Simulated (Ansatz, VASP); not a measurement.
# Cross-check of ZnS (Wurtzite-2H) between VASP and Ansatz, part 2 of 3

Wanted: the spread between two codes on one cell, functional and k mesh. The cell is taken from a series of runs on this material, whose earlier steps may have relaxed, scaled, displaced or heated it; both programs get it as it stands.

VASP 6.6.1 and Ansatz 0.2.0.

So far: The structure; VASP: zone-centre phonons, LDA.

## 2. VASP: zone-centre phonons, LDA (continued)

Level of this step: LDA; plane waves and PAW (S, Zn) (VASP).

Parts of OUTCAR (step 2):

```text
ion  position               nearest neighbor table
   1  0.333  0.667  0.374-   4 2.26   4 2.26   4 2.26   3 2.28
   2  0.667  0.333  0.874-   3 2.26   3 2.26   3 2.26   4 2.28
   3  0.333  0.667  0.011-   2 2.26   2 2.26   2 2.26   1 2.28
   4  0.667  0.333  0.511-   1 2.26   1 2.26   1 2.26   2 2.28

  LATTYP: Found a hexagonal cell.
 ALAT       =     3.6260131719
 C/A-ratio  =     1.7269012487

 Subroutine GETGRP returns: Found 12 space group operations
 (whereof  6 operations were pure point group operations)

The static configuration has the point symmetry C_3v.
 The point group associated with its full space group is C_6v.

 Found     95 irreducible k-points:

   k-points           NKPTS =     95   k-points in BZ     NKDIM =     95   number of bands    NBANDS=     24

   dimension x,y,z NGX =    28 NGY =   28 NGZ =   48
   dimension x,y,z NGXF=    56 NGYF=   56 NGZF=   96

   ENCUT  =  500.0 eV  36.75 Ry    6.06 a.u.   6.61  6.61 11.42*2*pi/ulx,y,z

   NELECT =      36.0000    total number of electrons

 k-points in reciprocal lattice and weights: Automatic mesh
   0.00000000  0.00000000  0.00000000       0.001
   0.08333333  0.00000000  0.00000000       0.005
   0.16666667  0.00000000  0.00000000       0.005
   0.25000000  0.00000000  0.00000000       0.005
   0.33333333  0.00000000  0.00000000       0.005
   0.41666667  0.00000000  0.00000000       0.005
   0.50000000  0.00000000  0.00000000       0.003
   0.08333333  0.08333333  0.00000000       0.005
   0.16666667  0.08333333  0.00000000       0.010
[...]
-1.813006586  3.140219521  0.000000000     0.000000000  0.318449074  0.000000000
     0.000000000  0.000000000  6.261766674     0.000000000  0.000000000  0.159699339

 POSITION                                       TOTAL-FORCE (eV/Angst)
 -----------------------------------------------------------------------------------
     -0.00000      2.09348      2.34428         0.000000     -0.000000     -0.002460
      1.81301      1.04674      5.47517        -0.000000      0.000000     -0.002460
     -0.00000      2.09348      0.06650        -0.000000     -0.000000      0.002460
      1.81301      1.04674      3.19738        -0.000000     -0.000000      0.002460
 -----------------------------------------------------------------------------------
    total drift:                               -0.000000     -0.000000      0.000073

 MACROSCOPIC STATIC DIELECTRIC TENSOR (including local field effects in DFT)
 ------------------------------------------------------
           5.982613    -0.000000     0.000000
          -0.000000     5.982613     0.000000
          -0.000000     0.000000     6.384463
 ------------------------------------------------------

 PIEZOELECTRIC TENSOR (including local field effects)  for field in x, y, z        (C/m^2)
          XX          YY          ZZ          XY          YZ          ZX
  --------------------------------------------------------------------------------
  x     0.00000    -0.00000     0.00000    -0.00000    -0.00000     0.42014
  y     0.00000    -0.00000     0.00000    -0.00000     0.42014    -0.00000
  z     0.34153     0.34153    -0.71811    -0.00000    -0.00000     0.00000

 BORN EFFECTIVE CHARGES (including local field effects) (in |e|, cummulative output)
 ---------------------------------------------------------------------------------
 ion    1
    1    -1.75723     0.00000     0.00000
    2     0.00000    -1.75723     0.00000
    3     0.00000     0.00000    -1.95901
 ion    2
    1    -1.75723     0.00000     0.00000
    2     0.00000    -1.75723     0.00000
    3     0.00000    -0.00000    -1.95901
 ion    3
    1     1.75723    -0.00000     0.00000
    2    -0.00000     1.75723    -0.00000
    3     0.00000     0.00000     1.95901
 ion    4
    1     1.75723    -0.00000     0.00000
    2    -0.00000     1.75723    -0.00000
    3    -0.00000     0.00000     1.95901

 Eigenvectors and eigenvalues of the dynamical matrix
 ----------------------------------------------------

   1 f  =   10.850962 THz    68.178607 2PiTHz  361.949143 cm-1    44.875954 meV
             X         Y         Z           dx          dy          dz
     -0.000000  2.093480  2.344284     0.000000   -0.000000    0.697702
      1.813007  1.046740  5.475167    -0.000000    0.000000   -0.697702
     -0.000000  2.093480  0.066496    -0.000000    0.000000   -0.114946
      1.813007  1.046740  3.197380    -0.000000    0.000000    0.114946

   2 f  =    9.546658 THz    59.983424 2PiTHz  318.442247 cm-1    39.481789 meV
             X         Y         Z           dx          dy          dz
     -0.000000  2.093480  2.344284    -0.507390    0.328722    0.000000
      1.813007  1.046740  5.475167     0.507390   -0.328722    0.000000
     -0.000000  2.093480  0.066496    -0.307789    0.199407   -0.000000
      1.813007  1.046740  3.197380     0.307789   -0.199407   -0.000000

   3 f  =    9.546658 THz    59.983424 2PiTHz  318.442247 cm-1    39.481789 meV
             X         Y         Z           dx          dy          dz
     -0.000000  2.093480  2.344284    -0.328722   -0.507390   -0.000000
      1.813007  1.046740  5.475167     0.328722    0.507390   -0.000000
     -0.000000  2.093480  0.066496    -0.199407   -0.307789    0.000000
      1.813007  1.046740  3.197380     0.199407    0.307789    0.000000

   4 f  =    9.409110 THz    59.119183 2PiTHz  313.854135 cm-1    38.912936 meV
             X         Y         Z           dx          dy          dz
     -0.000000  2.093480  2.344284     0.486112   -0.314938   -0.000000
      1.813007  1.046740  5.475167     0.486112   -0.314938   -0.000000
     -0.000000  2.093480  0.066496    -0.340401    0.220536    0.000000
      1.813007  1.046740  3.197380    -0.340401    0.220536    0.000000

   5 f  =    9.409110 THz    59.119183 2PiTHz  313.854135 cm-1    38.912936 meV
             X         Y         Z           dx          dy          dz
     -0.000000  2.093480  2.344284     0.314938    0.486112    0.000000
      1.813007  1.046740  5.475167     0.314938    0.486112    0.000000
     -0.000000  2.093480  0.066496    -0.220536   -0.340401   -0.000000
      1.813007  1.046740  3.197380    -0.220536   -0.340401   -0.000000

   6 f  =    9.378208 THz    58.925017 2PiTHz  312.823338 cm-1    38.785133 meV
             X         Y         Z           dx          dy          dz
     -0.000000  2.093480  2.344284    -0.000000   -0.000000    0.579553
      1.813007  1.046740  5.475167     0.000000    0.000000    0.579553
     -0.000000  2.093480  0.066496    -0.000000    0.000000   -0.405116
      1.813007  1.046740  3.197380     0.000000    0.000000   -0.405116

   7 f  =    6.438458 THz    40.454026 2PiTHz  214.763847 cm-1    26.627311 meV
             X         Y         Z           dx          dy          dz
     -0.000000  2.093480  2.344284     0.000000    0.000000   -0.114946
      1.813007  1.046740  5.475167     0.000000    0.000000    0.114946
     -0.000000  2.093480  0.066496    -0.000000   -0.000000   -0.697702
      1.813007  1.046740  3.197380     0.000000   -0.000000    0.697702

   8 f  =    2.054255 THz    12.907264 2PiTHz   68.522564 cm-1     8.495711 meV
             X         Y         Z           dx          dy          dz
     -0.000000  2.093480  2.344284    -0.307777    0.199426   -0.000000
      1.813007  1.046740  5.475167     0.307777   -0.199426   -0.000000
     -0.000000  2.093480  0.066496     0.507370   -0.328753   -0.000000
      1.813007  1.046740  3.197380    -0.507370    0.328753   -0.000000

   9 f  =    2.054255 THz    12.907264 2PiTHz   68.522564 cm-1     8.495711 meV
             X         Y         Z           dx          dy          dz
     -0.000000  2.093480  2.344284    -0.199426   -0.307777    0.000000
      1.813007  1.046740  5.475167     0.199426    0.307777    0.000000
     -0.000000  2.093480  0.066496     0.328753    0.507370    0.000000
      1.813007  1.046740  3.197380    -0.328753   -0.507370    0.000000

  10 f/i=    0.000126 THz     0.000790 2PiTHz    0.004193 cm-1     0.000520 meV
             X         Y         Z           dx          dy          dz
     -0.000000  2.093480  2.344284    -0.358200    0.190268   -0.000000
      1.813007  1.046740  5.475167    -0.358200    0.190268   -0.000000
     -0.000000  2.093480  0.066496    -0.511530    0.271714   -0.000000
      1.813007  1.046740  3.197380    -0.511530    0.271714   -0.000000

  11 f/i=    0.000126 THz     0.000790 2PiTHz    0.004193 cm-1     0.000520 meV
             X         Y         Z           dx          dy          dz
     -0.000000  2.093480  2.344284     0.190268    0.358200   -0.000000
      1.813007  1.046740  5.475167     0.190268    0.358200   -0.000000
     -0.000000  2.093480  0.066496     0.271714    0.511530   -0.000000
      1.813007  1.046740  3.197380     0.271714    0.511530   -0.000000

  12 f/i=    0.007915 THz     0.049730 2PiTHz    0.264010 cm-1     0.032733 meV
             X         Y         Z           dx          dy          dz
     -0.000000  2.093480  2.344284     0.000000    0.000000    0.405116
      1.813007  1.046740  5.475167     0.000000    0.000000    0.405116
     -0.000000  2.093480  0.066496     0.000000    0.000000    0.579553
      1.813007  1.046740  3.197380     0.000000    0.000000    0.579553

 MACROSCOPIC STATIC DIELECTRIC TENSOR IONIC CONTRIBUTION
 ------------------------------------------------------
           2.011080    -0.000000    -0.000000
          -0.000000     2.011080    -0.000000
          -0.000000    -0.000000     2.517455
 ------------------------------------------------------

 ELASTIC MODULI CONTR FROM IONIC RELAXATION (kBar)
 Direction    XX          YY          ZZ          XY          YZ          ZX
 --------------------------------------------------------------------------------
 XX        -536.3598    143.5078    257.2178      0.0000     -0.0000      0.0000
 YY         143.5078   -536.3598    257.2178      0.0000      0.0000     -0.0000
 ZZ         257.2178    257.2178   -336.8241     -0.0000     -0.0000     -0.0000
 XY           0.0000      0.0000     -0.0000   -339.9338      0.0000     -0.0000
 YZ          -0.0000     -0.0000     -0.0000      0.0000   -156.0548      0.0000
 ZX           0.0000     -0.0000     -0.0000     -0.0000      0.0000   -176.0893
 --------------------------------------------------------------------------------

 PIEZOELECTRIC TENSOR IONIC CONTR  for field in x, y, z        (C/m^2)
          XX          YY          ZZ          XY          YZ          ZX
  --------------------------------------------------------------------------------
  x     0.00000    -0.00000    -0.00000    -0.00000     0.00000    -0.55996
  y     0.00000    -0.00000    -0.00000     0.00000    -0.52714     0.00000
  z    -0.66169    -0.66169     0.86647     0.00000     0.00000     0.00000
```

(Part 2 of 3 ends here.)

[Lines on the potential files, build, host, timing and source positions are cut from VASP's logs without a mark.]

[Logs are printed without paths, hosts, clocks, repeated set-up lines and the standing remarks that a program may print on its own settings, such as how far it seeks lower states.]

[Hosts, paths, dates, database ids (printed as entryN), source tags and the programs' standing remarks are cut or masked in the printed files.]
